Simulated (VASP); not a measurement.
Calculation: r2SCAN+rVV10, VASP's PBE PAW potentials (set 64) (plane waves; VASP 6.6.1).

Input for VASP

**INCAR**
```
SYSTEM=BaTiO3
PREC=Accurate; ENCUT=520; LREAL=F
LASPH=T; NBANDS=72
EDIFF=1E-7; NELM=100; ALGO=Normal
LMAXMIX=4; LMIXTAU=T
ISMEAR=0; SIGMA=0.01
METAGGA=R2SCAN; LUSE_VDW=T; BPARAM=11.95
CPARAM=0.0093
LWAVE=F; LCHARG=F; NEDOS=1001
LOPTICS=T; LPEAD=T; CSHIFT=0.1
```

### KPOINTS
```
Automatic
0
Gamma
  7 7 7
```

### POSCAR
```
BaTiO3
1
    3.9776119443     0.0000000000     0.0000000000
    0.0000000000     2.8518716498     2.8634078009
    0.0000000000    -2.8518716498     2.8634078009
Ba Ti O
1 1 3
Direct
  0.0000000000   0.0078378153   0.0078378153
  0.5000000000   0.5218698130   0.5218698130
  0.0000000000   0.4933202675   0.4933202675
  0.5000000000   0.4954973723   0.9843347319
  0.5000000000   0.9843347319   0.4954973723
```

POTCAR, in this order: Ba_sv Ti_sv O (PBE.64 set). Program: vasp_std.

The run wrote:

### OUTCAR
```
 ion  position               nearest neighbor table
   1  0.000  0.008  0.008-   3 2.78   4 2.80   5 2.80   4 2.80   5 2.80   3 2.85   3 2.85   5 2.87
                             4 2.87   5 2.87   4 2.87   3 2.95   2 3.42   2 3.42   2 3.48   2 3.48
   2  0.500  0.522  0.522-   4 1.87   5 1.87   3 2.00   3 2.00   5 2.18   4 2.18   1 3.42   1 3.42
                             1 3.48   1 3.48   1 3.48   1 3.48   1 3.55   1 3.55
   3  0.000  0.493  0.493-   2 2.00   2 2.00   1 2.78   1 2.85   1 2.85   1 2.95
   4  0.500  0.495  0.984-   2 1.87   2 2.18   1 2.80   1 2.80   1 2.87   1 2.87
   5  0.500  0.984  0.495-   2 1.87   2 2.18   1 2.80   1 2.80   1 2.87   1 2.87
  LATTYP: Found a base centered orthorhombic cell.
 ALAT       =     5.7037432996
 B/A-ratio  =     1.0040451158
 C/A-ratio  =     0.6973686815
 Subroutine PRICEL returns:
 Original cell was already a primitive cell.
 Subroutine GETGRP returns: Found  4 space group operations
The static configuration has the point symmetry C_2v.
The dynamic configuration has the point symmetry C_2v.
 Subroutine INISYM returns: Found  4 space group operations
 Subroutine IBZKPT returns following result:
 Found     64 irreducible k-points:

 Following reciprocal coordinates:
            Coordinates               Weight
  0.000000  0.000000  0.000000      1.000000
  0.142857  0.000000  0.000000      2.000000
...
```

OSZICAR:
```
       N       E                     dE             d eps       ncg     rms          rms(c)
DAV:   1     0.320184993201E+03    0.32018E+03   -0.16130E+04  9232   0.619E+02
DAV:   2    -0.617747487409E+02   -0.38196E+03   -0.35170E+03  9760   0.208E+02
DAV:   3    -0.948773103983E+02   -0.33103E+02   -0.31708E+02 12224   0.592E+01
DAV:   4    -0.960462128525E+02   -0.11689E+01   -0.11636E+01 11000   0.942E+00
DAV:   5    -0.960570788724E+02   -0.10866E-01   -0.10865E-01 10704   0.853E-01    0.239E+01
DAV:   6    -0.742192498746E+02    0.21838E+02   -0.79582E+00 10496   0.270E+01    0.753E+00
DAV:   7    -0.726875137987E+02    0.15317E+01   -0.19014E+00 10088   0.506E+00    0.463E+00
DAV:   8    -0.754811441918E+02   -0.27936E+01   -0.10329E+00  9880   0.398E+00    0.282E+00
DAV:   9    -0.731731312306E+02    0.23080E+01   -0.77599E-01  9520   0.368E+00    0.989E-01
DAV:  10    -0.732729808048E+02   -0.99850E-01   -0.78154E-02  9712   0.138E+00    0.498E-01
DAV:  11    -0.732882636710E+02   -0.15283E-01   -0.14780E-02 10872   0.367E-01    0.473E-01
DAV:  12    -0.733003615054E+02   -0.12098E-01   -0.53327E-04 10384   0.939E-02    0.427E-01
DAV:  13    -0.733490130714E+02   -0.48652E-01   -0.18726E-02 10040   0.661E-01    0.191E-01
DAV:  14    -0.733484410914E+02    0.57198E-03   -0.27900E-03 10872   0.173E-01    0.204E-01
DAV:  15    -0.733511891556E+02   -0.27481E-02   -0.49909E-04  9912   0.109E-01    0.126E-01
DAV:  16    -0.733509263267E+02    0.26283E-03   -0.37301E-04 11488   0.578E-02    0.287E-02
DAV:  17    -0.733510683181E+02   -0.14199E-03   -0.68874E-05  9928   0.342E-02    0.109E-02
DAV:  18    -0.733510686303E+02   -0.31219E-06   -0.45232E-06 10880   0.668E-03    0.424E-03
DAV:  19    -0.733510670368E+02    0.15935E-05   -0.11025E-06 10384   0.439E-03    0.165E-03
DAV:  20    -0.733510683901E+02   -0.13533E-05   -0.55402E-07 10120   0.343E-03    0.200E-03
DAV:  21    -0.733510685003E+02   -0.11019E-06   -0.62925E-08  8712   0.123E-03    0.817E-04
DAV:  22    -0.733510685327E+02   -0.32409E-07   -0.93603E-09  5984   0.432E-04
   1 F= -.73351069E+02 E0= -.73351069E+02  d E =-.623183E-41
 imaginary and real dielectric function
```

### OUTCAR
```
------------------------ aborting loop because EDIFF is reached ----------------------------------------
  FORCE on cell =-STRESS in cart. coord.  units (eV):
  Direction    XX          YY          ZZ          XY          YZ          ZX
  --------------------------------------------------------------------------------------
  Total       -0.0374853      0.0086580     -0.0033617      0.0000000      0.0000000      0.0000000
  in kB       -0.9244969      0.2135325     -0.0829084      0.0000000      0.0000000      0.0000000
  external PRESSURE =      -0.2646243 kB  Pullay stress =       0.0000000 kB
  volume of cell :       64.96
      direct lattice vectors                 reciprocal lattice vectors
     3.977611944  0.000000000  0.000000000     0.251407129  0.000000000  0.000000000
     0.000000000  2.851871650  2.863407801     0.000000000  0.175323458  0.174617112
     0.000000000 -2.851871650  2.863407801     0.000000000 -0.175323458  0.174617112
 POSITION                                       TOTAL-FORCE (eV/Angst)
 -----------------------------------------------------------------------------------
      0.00000      0.00000      0.04489         0.000000      0.000000     -0.015484
      1.98881      0.00000      2.98865         0.000000      0.000000     -0.028051
      0.00000      0.00000      2.82515         0.000000      0.000000      0.004877
      1.98881     -1.39410      4.23736         0.000000     -0.009498      0.019329
      1.98881      1.39410      4.23736         0.000000      0.009498      0.019329
 -----------------------------------------------------------------------------------
    total drift:                                0.000000      0.000001     -0.001147
  FREE ENERGIE OF THE ION-ELECTRON SYSTEM (eV)
  ---------------------------------------------------
  free  energy   TOTEN  =       -73.3510685327 eV

  energy  without entropy=      -73.3510685327  energy(sigma->0) =      -73.35106853

 plasma frequency squared (from intraband transitions) (eV^2)
  --------------------------------------------------------------------------------------
       0.000       0.000       0.000
       0.000       0.000       0.000
       0.000       0.000       0.000

 plasma frequency squared (from interband transitions, int dw w eps(2)(w)) (eV^2)
  --------------------------------------------------------------------------------------
     658.012       0.000       0.000       0.000       0.000       0.000
       0.000       0.000     656.910       0.000       0.000       0.000
       0.000       0.000       0.000       0.000     657.074       0.000
```
(Selected blocks of OUTCAR.)

**OUTCAR**
```
 val. band max:        3.3337698544   @ k =   0.4286   0.4286   0.4286

 cond. band min:       5.9264655993   @ k =   0.0000   0.0000   0.0000


 Fermi energy:         3.4261007448

 k-point     1 :       0.0000    0.0000    0.0000
  band No.  band energies     occupation
      1     -55.2346      2.00000
      2     -30.4426      2.00000
      3     -30.4418      2.00000
      4     -30.3911      2.00000
      5     -22.0988      2.00000
      6     -14.4119      2.00000
      7     -13.8147      2.00000
      8     -13.7603      2.00000
      9      -6.8573      2.00000
     10      -6.8570      2.00000
     11      -6.8268      2.00000
     12       1.0449      2.00000
     13       1.0514      2.00000
     14       1.0921      2.00000
     15       2.0339      2.00000
     16       2.0837      2.00000
     17       2.2643      2.00000
     18       2.9384      2.00000
     19       2.9390      2.00000
     20       3.0074      2.00000
     21       5.9265      0.00000
     22       6.0860      0.00000
     23       6.1689      0.00000
     24       7.9702      0.00000
     25       8.0322      0.00000
     26       8.8271      0.00000
     27       9.0237      0.00000
     28      11.4449      0.00000
     29      12.4844      0.00000
     30      12.5447      0.00000
     31      12.5463      0.00000
     32      18.5782      0.00000
     33      21.4610      0.00000
     34      21.5693      0.00000
     35      21.6725      0.00000
     36      24.1595      0.00000
     37      24.5517      0.00000
     38      24.7935      0.00000
     39      25.3017      0.00000
     40      25.4135      0.00000
     41      25.8492      0.00000
     42      26.2895      0.00000
     43      27.1011      0.00000
     44      27.5794      0.00000
     45      31.8634      0.00000
     46      31.8770      0.00000
     47      32.7162      0.00000
     48      33.4995      0.00000
     49      33.5181      0.00000
     50      33.7634      0.00000
     51      35.5820      0.00000
...
```

The dielectric response may not be converged in the k-mesh; for small gaps it tends to come out too large. Unless said otherwise, spin-orbit coupling is left out, though it shifts the bands of the heavy elements here.

The structure comes from a measured BaTiO3 entry (Amm2) of the Crystallography Open Database, whose conditions weren't checked. It was relaxed first.
